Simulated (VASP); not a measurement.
Crystal: PtSe2.

```
Pt Se
1.0
     3.72400    0.00000    0.00000
    -1.86200    3.22508    0.00000
     0.00000    0.00000    5.06200
Pt Se
1 2
Direct
  0.00000 0.00000 0.00000
  0.33333 0.66667 0.25000
  0.66667 0.33333 0.75000
```

```yaml
Program: VASP 6.6.1
Task: relaxation of cell and atoms
Functional: PBE
Dispersion: D3(BJ)
Potentials_or_basis: VASP PAW PBE potentials, release 64 (Pt, Se)
Cutoff: 520 eV
k_mesh: 15 × 15 × 10
Occupations: gaussian, width 0.02 eV
Spin: no spin polarisation
```

At the start: pressure 3.5 GPa; volume 20.27 Å³/atom.

Task: Where does the relaxation end?

Result: Over 22 steps the energy falls by 16.5 meV/atom and the volume is 19.78 Å³/atom (-2.4 %); space group P-3m1 (No. 164, to 0.05 Å).

The path:
```csv
step,energy change (eV),largest force (eV/Å),pressure (GPa),volume (Å³)
1,0.0000,0.5977,3.47,60.80
2,0.0315,0.3971,-5.81,64.74
3,-0.0234,0.1732,-0.55,62.30
4,-0.0234,0.1814,-0.48,62.27
5,-0.0283,0.1564,-0.42,61.91
6,-0.0399,0.0730,-0.15,60.83
7,-0.0443,0.1061,0.75,58.70
8,-0.0459,0.0291,0.37,59.53
9,-0.0468,0.1439,-1.22,59.75
10,-0.0479,0.0949,-0.55,59.66
11,-0.0490,0.0258,0.27,59.05
12,-0.0493,0.0150,-0.02,59.26
13,-0.0493,0.0166,-0.03,59.26
14,-0.0494,0.0069,0.06,59.26
15,-0.0494,0.0074,0.05,59.26
16,-0.0494,0.0058,-0.01,59.33
17,-0.0494,0.0053,-0.02,59.34
18,-0.0494,0.0047,0.03,59.34
19,-0.0494,0.0010,0.01,59.34
20,-0.0494,0.0006,0.00,59.34
21,-0.0494,0.0005,0.01,59.34
22,-0.0494,0.0000,0.00,59.34
```

Final structure:
```
Pt Se
1.0
     3.77115    0.00000    0.00000
    -1.88558    3.26592    0.00000
     0.00000    0.00000    4.81799
Pt Se
1 2
Direct
  0.00000 0.00000 0.00000
  0.33333 0.66667 0.26580
  0.66667 0.33333 0.73420
```

Caveat: pairwise dispersion overbinds metals, which lowers pressure and volume.
